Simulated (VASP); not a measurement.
Method: LDA (Ceperley-Alder, Perdew-Zunger), VASP's LDA PAW potentials (set 64) (plane waves; VASP 6.6.1).

A VASP calculation is set up with these files.

INCAR:
```
! general
SYSTEM   =  ZnS
PREC     =  Accurate
ENCUT    =  300
LREAL    =  .FALSE.
LASPH    =  .TRUE.

! electronic loop
EDIFF    =  1E-6
NELM     =  100
ALGO     =  Normal
LMAXMIX  =  4

! smearing
ISMEAR   =  -1
SIGMA    =  0.05

! ions
ISIF     =  2

! output
LWAVE    =  .FALSE.
LCHARG   =  .FALSE.
```

KPOINTS:
```
Automatic mesh
0
Gamma
7 7 7
0 0 0
```

POSCAR:
```
ZnS
5.410
  0.0000000000   0.5000000000   0.5000000000
  0.5000000000   0.0000000000   0.5000000000
  0.5000000000   0.5000000000   0.0000000000
Zn S
1 1
direct
  0.0000000000   0.0000000000   0.0000000000
  0.2500000000   0.2500000000   0.2500000000
```

POTCAR, in this order: Zn S (LDA.64 set). Program: vasp_std.

What VASP printed:

OSZICAR:
```
       N       E                     dE             d eps       ncg     rms          rms(c)
DAV:   1     0.678814910594E+02    0.67881E+02   -0.67337E+03   520   0.111E+03
DAV:   2    -0.467970825931E+01   -0.72561E+02   -0.69831E+02   585   0.230E+02
DAV:   3    -0.855433663357E+01   -0.38746E+01   -0.38618E+01   650   0.565E+01
DAV:   4    -0.859286930546E+01   -0.38533E-01   -0.38524E-01   590   0.609E+00
DAV:   5    -0.859346348821E+01   -0.59418E-03   -0.59417E-03   610   0.718E-01    0.704E+00
DAV:   6    -0.820018527392E+01    0.39328E+00   -0.93069E-01   766   0.349E+01    0.538E+00
DAV:   7    -0.817519783988E+01    0.24987E-01   -0.28483E-01   550   0.527E+00    0.254E+00
DAV:   8    -0.816931921334E+01    0.58786E-02   -0.49985E-03   610   0.792E-01    0.605E-01
DAV:   9    -0.816878485073E+01    0.53436E-03   -0.87169E-04   595   0.299E-01    0.107E-01
DAV:  10    -0.816880362471E+01   -0.18774E-04   -0.78559E-05   575   0.946E-02    0.494E-02
DAV:  11    -0.816880218112E+01    0.14436E-05   -0.95942E-06   580   0.427E-02    0.532E-03
DAV:  12    -0.816880226539E+01   -0.84265E-07   -0.78828E-07   325   0.261E-02
   1 F= -.81688023E+01 E0= -.81688023E+01  d E =-.173922E-09
```

OUTCAR:
```
------------------------ aborting loop because EDIFF is reached ----------------------------------------
  FORCE on cell =-STRESS in cart. coord.  units (eV):
  Direction    XX          YY          ZZ          XY          YZ          ZX
  --------------------------------------------------------------------------------------
  Total       -1.1670197     -1.1670197     -1.1670197      0.0000000     -0.0000000     -0.0000000
  in kB      -47.2342423    -47.2342423    -47.2342423      0.0000000     -0.0000000     -0.0000000
  external PRESSURE =     -47.2342423 kB  Pullay stress =       0.0000000 kB
  volume of cell :       39.59
      direct lattice vectors                 reciprocal lattice vectors
     0.000000000  2.705000000  2.705000000    -0.184842884  0.184842884  0.184842884
     2.705000000  0.000000000  2.705000000     0.184842884 -0.184842884  0.184842884
     2.705000000  2.705000000  0.000000000     0.184842884  0.184842884 -0.184842884
  FREE ENERGIE OF THE ION-ELECTRON SYSTEM (eV)
  ---------------------------------------------------
  free  energy   TOTEN  =        -8.1688022654 eV

  energy  without entropy=       -8.1688022652  energy(sigma->0) =       -8.16880227
```
(Selected blocks of OUTCAR.)

OUTCAR:
```
 val. band max:        1.9013890074   @ k =   0.0000   0.0000   0.0000

 cond. band min:       3.7668425806   @ k =   0.0000   0.0000   0.0000


 Fermi energy:         2.8798306657

 k-point     1 :       0.0000    0.0000    0.0000
  band No.  band energies     occupation
      1     -11.1915      2.00000
      2      -4.5660      2.00000
      3      -4.5660      2.00000
      4      -4.5660      2.00000
      5      -4.0856      2.00000
      6      -4.0856      2.00000
      7       1.9014      2.00000
      8       1.9014      2.00000
      9       1.9014      2.00000
     10       3.7668      0.00000
     11       8.1580      0.00000
     12       8.1580      0.00000
     13       8.1580      0.00000

 k-point     2 :       0.1429    0.0000    0.0000
  band No.  band energies     occupation
      1     -11.0378      2.00000
      2      -4.5629      2.00000
      3      -4.5397      2.00000
      4      -4.5397      2.00000
      5      -4.0876      2.00000
      6      -4.0876      2.00000
      7       0.4921      2.00000
      8       1.7093      2.00000
      9       1.7093      2.00000
     10       4.7602      0.00000
     11       8.0546      0.00000
     12       8.4734      0.00000
     13       8.4734      0.00000

 k-point     3 :       0.2857    0.0000    0.0000
  band No.  band energies     occupation
      1     -10.6557      2.00000
      2      -4.4882      2.00000
      3      -4.4882      2.00000
      4      -4.4788      2.00000
      5      -4.0808      2.00000
      6      -4.0808      2.00000
      7      -1.4754      2.00000
      8       1.3320      2.00000
      9       1.3320      2.00000
     10       5.1690      0.00000
     11       8.8186      0.00000
     12       8.8186      0.00000
     13       9.0045      0.00000

 k-point     4 :       0.4286    0.0000    0.0000
  band No.  band energies     occupation
      1     -10.3010      2.00000
      2      -4.4579      2.00000
      3      -4.4579      2.00000
...
```

At this cut-off the stress carries a Pulay error, which pulls relaxed volumes low.

The structure is a typed ZnS crystal. The cell was not relaxed at this level. The run is one of a series of settings (GGA removed, POTCAR Zn S (LDA.64 set) against the base run), some of them coarse on purpose.
